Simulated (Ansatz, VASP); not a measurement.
# H2Pb: VASP beside Ansatz, part 2 of 3

Aim: how closely do two programs agree when they are given the same cell, functional and k mesh? The cell is generated by rule, not measured, and may not be a known phase. Of the first pair: The cell is taken from a series of runs on this material, whose earlier steps may have relaxed, scaled, displaced or heated it; both programs get it as it stands.

VASP 6.6.1 and Ansatz 0.2.0.

So far: Set-up; Ansatz: relaxation of cell and atoms, PBEsol, pair 1.

## (3) VASP: relaxation of cell and atoms, PBEsol, pair 1

Level of this step: PBEsol; plane waves and PAW (Pb_d, H); invented cell (VASP).

The same cell, functional, mesh and smearing now go to VASP, with its own data sets.

Lines of VASP's logs that name or quote its potential files are left out, and so is its time.

File INCAR:

```
SYSTEM = H2Pb
PREC = Accurate
ENCUT = 500
EDIFF = 1E-07
NELM = 120
ISMEAR = 0
SIGMA = 0.1
LREAL = .FALSE.
ALGO = Normal
GGA = PS
NBANDS = 22
LORBIT = 11
LWAVE = .FALSE.
LCHARG = .FALSE.
ISIF = 3
IBRION = 2
NSW = 80
EDIFFG = -0.005
LASPH = .TRUE.
GGA_COMPAT = .FALSE.
NELMIN = 4
KPAR = 2
```

File POSCAR:

```
H2Pb
1.0
    4.9557700000      0.0000000000      0.0000000000
    0.0000000000      4.9557700000      0.0000000000
    0.0000000000      0.0000000000      3.7592630000
Pb H
2 4
Direct
    0.0000000000      0.0000000000      0.0000000000
    0.5000000000      0.5000000000      0.4999998670
    0.3152444524      0.3152444524      0.0000000000
    0.6847555476      0.6847555476      0.0000000000
    0.8152444524      0.1847555476      0.4999998670
    0.1847555476      0.8152444524      0.4999998670
```

File KPOINTS:

```
Automatic mesh
0
Gamma
6 6 8
0 0 0
```

Potentials, in the order of the species: Pb_d and H (PBE family, release 64).

Command:

```sh
> mpirun -np 2 vasp_std
```

Numbers of over 12 decimals in the logs are rounded to 6 here.

The log of the run:

```text
[banner, memory and clock lines left out]
running    2 mpi-ranks, on    1 nodes
 distrk:  each k-point on    1 cores,    2 groups
 distr:  one band on    1 cores,    1 groups

 POSCAR found type information on POSCAR PbH
 POSCAR found :  2 types and       6 ions
|                                                                             |
|               ----> ADVICE to this user running VASP <----                  |
|                                                                             |
|     You enforced a specific xc type in the INCAR file but a different       |
|     [... a line on the potential file left out ...]
|     I HOPE YOU KNOW WHAT YOU ARE DOING!                                     |
|                                                                             |

 LDA part: xc-table for (Slater+PW92), standard interpolation
 POSCAR, INCAR and KPOINTS ok, starting setup
 FFT: planning ... GRIDC
 FFT: planning ... GRID_SOFT
 FFT: planning ... GRID
 WAVECAR not read
 entering main loop
       N       E                     dE             d eps       ncg     rms          rms(c)
DAV:   1     0.303144479594E+03    0.30314E+03   -0.14881E+04  2200   0.151E+03
DAV:   2     0.580966464644E+01   -0.29733E+03   -0.28844E+03  2206   0.398E+02
DAV:   3    -0.183352264408E+02   -0.24145E+02   -0.23214E+02  2836   0.139E+02
DAV:   4    -0.192313544407E+02   -0.89613E+00   -0.89325E+00  2480   0.305E+01
DAV:   5    -0.192741451296E+02   -0.42791E-01   -0.42787E-01  3284   0.621E+00    0.445E+00
DAV:   6    -0.186125378813E+02    0.66161E+00   -0.49423E-01  2894   0.664E+00    0.191E+00
DAV:   7    -0.184948895641E+02    0.11765E+00   -0.44030E-01  3290   0.397E+00    0.449E-01
DAV:   8    -0.184992292476E+02   -0.43397E-02   -0.45884E-02  2532   0.252E+00    0.186E-01
DAV:   9    -0.184986326980E+02    0.59655E-03   -0.33336E-03  2840   0.802E-01    0.637E-02
DAV:  10    -0.184986691325E+02   -0.36434E-04   -0.55289E-04  2404   0.160E-01    0.203E-02
DAV:  11    -0.184986813005E+02   -0.12168E-04   -0.11403E-04  3036   0.925E-02    0.165E-02
DAV:  12    -0.184986741624E+02    0.71381E-05   -0.12237E-05  2720   0.369E-02    0.589E-03
DAV:  13    -0.184986735111E+02    0.65128E-06   -0.38108E-06  2856   0.143E-02    0.794E-04
DAV:  14    -0.184986736518E+02   -0.14069E-06   -0.22614E-07  1762   0.414E-03    0.265E-04
DAV:  15    -0.184986736168E+02    0.34953E-07   -0.17205E-08  1292   0.206E-03
   1 F= -.18498674E+02 E0= -.18495379E+02  d E =-.184987E+02
 curvature:   0.00 expect dE= 0.000E+00 dE for cont linesearch  0.000E+00
 trial: gam= 0.00000 g(F)=  0.262E-07 g(S)=  0.151E-03 ort = 0.000E+00 (trialstep = 0.100E+01)
 search vector abs. value=  0.151E-03
 bond charge predicted
       N       E                     dE             d eps       ncg     rms          rms(c)
DAV:   2    -0.184989425901E+02    0.10640E-02   -0.23134E-03  2584   0.811E-01    0.672E-02
DAV:   3    -0.184987799390E+02    0.16265E-03   -0.76892E-04  2608   0.433E-01    0.675E-03
DAV:   4    -0.184987832598E+02   -0.33208E-05   -0.28490E-05  2488   0.540E-02    0.273E-03
DAV:   5    -0.184987843743E+02   -0.11146E-05   -0.37343E-06  2950   0.237E-02    0.265E-03
DAV:   6    -0.184987847696E+02   -0.39530E-06   -0.34321E-07  1924   0.905E-03    0.381E-04
DAV:   7    -0.184987849955E+02   -0.22584E-06   -0.45304E-08  1250   0.182E-03    0.203E-04
DAV:   8    -0.184987849730E+02    0.22467E-07   -0.17893E-08  1190   0.210E-03
   2 F= -.18498785E+02 E0= -.18495461E+02  d E =-.111356E-03
 trial-energy change:   -0.000111  1 .order   -0.000112   -0.000151   -0.000073
 step:   1.9286(harm=  1.9286)  dis= 0.00002  next Energy=   -18.498819 (dE=-0.145E-03)
 bond charge predicted
       N       E                     dE             d eps       ncg     rms          rms(c)
DAV:   1    -0.184998707860E+02   -0.10858E-02   -0.33971E-02  2632   0.301E+00    0.168E-01
DAV:   2    -0.184989530051E+02    0.91778E-03   -0.19953E-03  2584   0.754E-01    0.624E-02
DAV:   3    -0.184988128250E+02    0.14018E-03   -0.66290E-04  2620   0.403E-01    0.627E-03
DAV:   4    -0.184988158797E+02   -0.30547E-05   -0.24611E-05  2458   0.502E-02    0.254E-03
DAV:   5    -0.184988168960E+02   -0.10163E-05   -0.32321E-06  2958   0.220E-02    0.246E-03
DAV:   6    -0.184988172556E+02   -0.35958E-06   -0.28273E-07  1480   0.843E-03    0.348E-04
DAV:   7    -0.184988174652E+02   -0.20961E-06   -0.49242E-08  1244   0.222E-03    0.187E-04
DAV:   8    -0.184988174483E+02    0.16933E-07   -0.23592E-08  1154   0.262E-03
   3 F= -.18498817E+02 E0= -.18495470E+02  d E =-.143831E-03
 curvature:  -0.96 expect dE=-0.110E-04 dE for cont linesearch -0.109E-08
 trial: gam= 0.07836 g(F)=  0.877E-08 g(S)=  0.114E-04 ort =-0.413E-06 (trialstep = 0.119E+01)
 search vector abs. value=  0.123E-04
 reached required accuracy - stopping structural energy minimisation
```

From OUTCAR (step 3):

```text
ion  position               nearest neighbor table
   1  0.000  0.000  0.000-   3 2.21   4 2.21   5 2.28   6 2.28   5 2.28   6 2.28   2 3.98   2 3.98
                             2 3.98   2 3.98   2 3.98   2 3.98   2 3.98   2 3.98
   2  0.500  0.500  0.500-   5 2.21   6 2.21   3 2.28   4 2.28   3 2.28   4 2.28   1 3.98   1 3.98
                             1 3.98   1 3.98   1 3.98   1 3.98   1 3.98   1 3.98
   3  0.315  0.315  0.000-   1 2.21   2 2.28   2 2.28
   4  0.685  0.685  0.000-   1 2.21   2 2.28   2 2.28
   5  0.815  0.185  0.500-   2 2.21   1 2.28   1 2.28
   6  0.185  0.815  0.500-   2 2.21   1 2.28   1 2.28

  LATTYP: Found a simple tetragonal cell.
 ALAT       =     4.9557700000
 C/A-ratio  =     0.7585628469

 Subroutine GETGRP returns: Found 16 space group operations
 (whereof  8 operations were pure point group operations)

The static configuration has the point symmetry D_2h.
 The point group associated with its full space group is D_4h.

 Found     50 irreducible k-points:

   k-points           NKPTS =     50   k-points in BZ     NKDIM =     50   number of bands    NBANDS=     22

   dimension x,y,z NGX =    36 NGY =   36 NGZ =   28
   dimension x,y,z NGXF=    72 NGYF=   72 NGZF=   56

   ENCUT  =  500.0 eV  36.75 Ry    6.06 a.u.   9.04  9.04  6.85*2*pi/ulx,y,z

   NELECT =      32.0000    total number of electrons

 k-points in reciprocal lattice and weights: Automatic mesh
   0.00000000  0.00000000  0.00000000       0.003
   0.16666667  0.00000000  0.00000000       0.014
   0.33333333  0.00000000  0.00000000       0.014
   0.50000000  0.00000000  0.00000000       0.007
   0.16666667  0.16666667  0.00000000       0.014
   0.33333333  0.16666667  0.00000000       0.028
   0.50000000  0.16666667  0.00000000       0.014
   0.33333333  0.33333333  0.00000000       0.014
   0.50000000  0.33333333  0.00000000       0.014
[...]
0.50000000  0.33333333  0.50000000       0.014
   0.50000000  0.50000000  0.50000000       0.003

 average (electrostatic) potential at core
       1 -93.0229       2 -93.0229       3 -31.8895       4 -31.8895       5 -31.8895
       6 -31.8895

 E-fermi :   4.4754

 k-point     1 :       0.0000    0.0000    0.0000
  band No.  band energies     occupation
    ...
     11      -7.1762      2.00000
     12      -3.5935      2.00000
     13      -0.5432      2.00000
     14      -0.5432      2.00000
     15       2.8960      2.00000
     16       5.8569      0.00000
     17       6.7997      0.00000
     18       7.0204      0.00000
     19       7.0204      0.00000
     20       7.3832      0.00000
    ...

 k-point     2 :       0.1667    0.0000    0.0000
  band No.  band energies     occupation
    ...
     11      -7.0282      2.00000
     12      -4.0741      2.00000
     13      -0.3753      2.00000
     14      -0.0595      2.00000
     15       2.6173      2.00000
     16       5.4879      0.00000
     17       6.0244      0.00000
     18       6.7810      0.00000
     19       7.2739      0.00000
     20       8.1437      0.00000
    ...

 k-point     3 :       0.3333    0.0000    0.0000
  band No.  band energies     occupation
    ...
     12      -4.9983      2.00000
     13       0.1030      2.00000
     14       0.8452      2.00000
     15       2.0137      2.00000
     16       3.8486      2.00000
     17       6.5106      0.00000
     18       6.8448      0.00000
     19       7.7703      0.00000
     20       8.0632      0.00000
     21       8.1507      0.00000
    ...

  Total       -0.0162136     -0.0162136      0.0298603      0.0000000      0.0000000      0.0000000
  in kB       -0.2823984     -0.2823984      0.5200868      0.0000000      0.0000000      0.0000000
  external PRESSURE =      -0.0149034 kB  Pullay stress =       0.0000000 kB

  energy-cutoff  :      500.00
  volume of cell :       91.99
      direct lattice vectors                 reciprocal lattice vectors
     4.949914681  0.000000000  0.000000000     0.202023684  0.000000000  0.000000000
    -0.000000000  4.949914681  0.000000000     0.000000000  0.202023684  0.000000000
     0.000000000  0.000000000  3.754335590     0.000000000  0.000000000  0.266358714

 POSITION                                       TOTAL-FORCE (eV/Angst)
 -----------------------------------------------------------------------------------
      0.00000      0.00000      0.00000         0.000000     -0.000000      0.000000
      2.47496      2.47496      1.87717         0.000000     -0.000000      0.000000
      1.56041      1.56041      0.00000        -0.000151     -0.000151      0.000000
      3.38951      3.38951      0.00000         0.000151      0.000151      0.000000
      4.03537      0.91455      1.87717        -0.000151      0.000151      0.000000
      0.91455      4.03537      1.87717         0.000151     -0.000151      0.000000
 -----------------------------------------------------------------------------------
    total drift:                                0.000000      0.000000      0.000403

  FREE ENERGIE OF THE ION-ELECTRON SYSTEM (eV)
  ---------------------------------------------------
  free  energy   TOTEN  =       -18.4988174483 eV

  energy  without entropy=      -18.4921228646  energy(sigma->0) =      -18.49547016

 reached required accuracy - stopping structural energy minimisation

 total charge
# of ion       s       p       d       tot
------------------------------------------
    1        1.422   0.666   9.837  11.925
    2        1.422   0.666   9.837  11.925
    3        0.470   0.007   0.000   0.477
    4        0.470   0.007   0.000   0.477
    5        0.470   0.007   0.000   0.477
    6        0.470   0.007   0.000   0.477
--------------------------------------------------
tot          4.722   1.361  19.675  25.758

[... 3 further parts left out ...]
```

The PAW data sets were made with PBE, which is usual practice but a small mismatch for other functionals. The run keeps the 16 symmetry operations of its start, so it cannot find a distortion of lower symmetry.

## (4) Comparison

Known differences besides the potentials themselves: the cutoff is 420 eV in Ansatz and 500 eV in VASP; Ansatz makes its cores anew for this functional, VASP keeps those of its PBE data sets; Ansatz adds a Pulay correction to the stress that steers its cell, VASP none. Total energies have different zeros and are not compared.

The two programs side by side:

| quantity | Ansatz | VASP | difference |
| --- | --- | --- | --- |
| volume (Å³) | 92.33 | 91.99 | +0.37 % |
| edge a after relaxation, in the typed setting (Å) | 4.956 | 4.950 | +0.12 % |
| edge c after relaxation, in the typed setting (Å) | 3.759 | 3.754 | +0.13 % |

## (5) VASP: relaxation of cell and atoms, PBEsol, pair 2

The relaxed volume is the usual yardstick between codes: in a stiff, nearly cubic crystal its relative difference is about their pressure difference at one cell divided by the bulk modulus. Its start cell is another than that of the pair before, and may be another structure of the material.

INCAR is that of step 3.

File POSCAR:

```
H2Pb
1.0
    4.9618453925      0.0000000000      0.0000000000
    0.0000000000      4.9618453925      0.0000000000
    0.0000000000      0.0000000000      3.7553621352
Pb H
2 4
Direct
    0.0000000000      0.0000000000      0.0000000000
    0.5000000000      0.5000000000      0.5000000000
    0.3148327566      0.3148327566      0.0000000000
    0.6851670776      0.6851670776      0.0000000000
    0.8148329224      0.1851672434      0.5000000000
    0.1851672434      0.8148329224      0.5000000000
```

KPOINTS is that of step 3.

Command:

```sh
> mpirun -np 2 vasp_std
```

The log of the run:

```text
[banner, memory and clock lines left out]
running    2 mpi-ranks, on    1 nodes
[...]
[... a notice as in an earlier step ...]

 LDA part: xc-table for (Slater+PW92), standard interpolation
 POSCAR, INCAR and KPOINTS ok, starting setup
[...]
entering main loop
       N       E                     dE             d eps       ncg     rms          rms(c)
DAV:   1     0.304150224868E+03    0.30415E+03   -0.14816E+04  2200   0.150E+03
DAV:   2     0.566738140144E+01   -0.29848E+03   -0.28977E+03  2212   0.401E+02
DAV:   3    -0.184001201737E+02   -0.24068E+02   -0.23353E+02  2872   0.139E+02
DAV:   4    -0.192355012641E+02   -0.83538E+00   -0.83363E+00  2516   0.296E+01
[...]
DAV:  13    -0.184986885665E+02    0.53007E-06   -0.40374E-06  2816   0.134E-02    0.770E-04
DAV:  14    -0.184986887070E+02   -0.14043E-06   -0.21795E-07  1778   0.388E-03    0.271E-04
DAV:  15    -0.184986886677E+02    0.39214E-07   -0.17101E-08  1286   0.208E-03
   1 F= -.18498689E+02 E0= -.18495458E+02  d E =-.184987E+02
[... from here on, the cycles between the ionic steps are left out ...]
   2 F= -.18498832E+02 E0= -.18495562E+02  d E =-.143025E-03
   3 F= -.18498884E+02 E0= -.18495576E+02  d E =-.195274E-03
   4 F= -.18498916E+02 E0= -.18495592E+02  d E =-.322113E-04
   5 F= -.18498963E+02 E0= -.18495594E+02  d E =-.795268E-04
   6 F= -.18498987E+02 E0= -.18495617E+02  d E =-.237463E-04
   7 F= -.18498998E+02 E0= -.18495627E+02  d E =-.349789E-04
[...]
reached required accuracy - stopping structural energy minimisation
```

Parts of OUTCAR (step 5):

```text
  Total       -0.0108742     -0.0108742     -0.0151764     -0.0000000      0.0000000      0.0000000
  in kB       -0.1894058     -0.1894058     -0.2643410     -0.0000000      0.0000000      0.0000000
  external PRESSURE =      -0.2143842 kB  Pullay stress =       0.0000000 kB

 POSITION                                       TOTAL-FORCE (eV/Angst)
 -----------------------------------------------------------------------------------
     -0.00000      0.00000      0.00000         0.000000      0.000000      0.000000
      2.47359      2.47359      1.87918         0.000000      0.000000      0.000000
      1.56015      1.56015      0.00000         0.000827      0.000827      0.000000
      3.38703      3.38703      0.00000        -0.000827     -0.000827      0.000000
      4.03375      0.91344      1.87918         0.000827     -0.000827      0.000000
      0.91344      4.03375      1.87918        -0.000827      0.000827      0.000000
 -----------------------------------------------------------------------------------
    total drift:                               -0.000055     -0.000055      0.000000

  FREE ENERGIE OF THE ION-ELECTRON SYSTEM (eV)
  ---------------------------------------------------
  free  energy   TOTEN  =       -18.4989984474 eV

  energy  without entropy=      -18.4922552018  energy(sigma->0) =      -18.49562682

[... 2 parts as in an earlier step ...]

[... 2 further parts left out ...]
[key lines of the parts left out:]
E-fermi :   4.4722
```

## (6) Ansatz: relaxation of cell and atoms, PBEsol, pair 2

Its own start cell and the same functional, mesh and smearing now go to Ansatz, which takes its cutoff from its data sets.

The two relaxations start from unlike cells of this crystal, so only their ends are compared.

File input.yaml:

```yaml
crystal:
  lattice:
    - [6.0347, 0.0, 0.0]
    - [0.0, 6.0347, 0.0]
    - [0.0, 0.0, 3.89238]
  atoms:
    - { symbol: Pb, position: [0.0, 0.0, 0.0] }
    - { symbol: Pb, position: [0.5, 0.5, 0.5] }
    - { symbol: H, position: [0.305, 0.305, 0.0] }
    - { symbol: H, position: [0.695, 0.695, 0.0] }
    - { symbol: H, position: [0.805, 0.195, 0.5] }
    - { symbol: H, position: [0.195, 0.805, 0.5] }
kpoints:
  mp_grid: { grid: [6, 6, 8] }
hamiltonian:
  xc: pbesol
scf:
  occupations: { method: gaussian, width: 0.1 }
output:
  forces: true
  stress: true
  eigenvalues: true
relax:
  adjacent_minimum: "off"
  f_tol: 0.005
  max_steps: 80
  cell: { stress_tol: 0.05 }
```

Command:

```sh
> ansatz run input.yaml --threads 8 --pin off --max-ram 14336MiB --backend cpu --events-out ev --progress --plain --runs-dir out
```

The log of the run:

```text
[...]
Crystal: 6 atoms, lattice volume = 141.751 Å³
Basis set: ecut = 420 eV, 2769 PW (Γ), exchange–correlation on 90×90×54 points (8 copies of the dense FFT grid, shifted against one another)
Bands: 22, of which v1, the nominal top of the filled ones, is band 16 counted from 1 (15 counted from 0)
Symmetry: 16 space group operations
[...]
k-points: 50 of 288
[...]
cell:  # Å, volume = 92.3262 Å³
    - [4.955770, 0, 0.0]
    - [0, 4.955770, 0.0]
    - [0.0, 0.0, 3.759263]
  atoms:
    - { symbol: Pb, position: [-4.551420126319363e-19, 0, 0.0] }
    - { symbol: Pb, position: [0.5, 0.5, 0.500000] }
    - { symbol: H, position: [0.315244, 0.315244, 0.0] }
    - { symbol: H, position: [0.684756, 0.684756, 0.0] }
    - { symbol: H, position: [0.815244, 0.184756, 0.500000] }
    - { symbol: H, position: [0.184756, 0.815244, 0.500000] }
[key lines of the parts left out:]
SCF converged after 4 iterations
Free energy (F): -23569.795497 eV
Fermi energy:    6.976182 eV
P = ⅓ Tr σ = -0.0036 GPa (-0.036 kbar)
```

## (7) Side by side

Compared:

| quantity | Ansatz | VASP | difference |
| --- | --- | --- | --- |
| volume (Å³) | 92.33 | 91.98 | +0.37 % |
| edge a after relaxation, in the typed setting (Å) | 4.956 | 4.947 | +0.17 % |
| edge c after relaxation, in the typed setting (Å) | 3.759 | 3.758 | +0.02 % |

(Continued in part 3 of 3.)

[Lines on the potential files, build, host, timing and source positions are cut from VASP's logs without a mark.]

[Logs are printed without paths, hosts, clocks, repeated set-up lines and the standing remarks that a program may print on its own settings, such as how far it seeks lower states.]

[Hosts, paths, dates, database ids (printed as entryN), source tags and the programs' standing remarks are cut or masked in the printed files.]
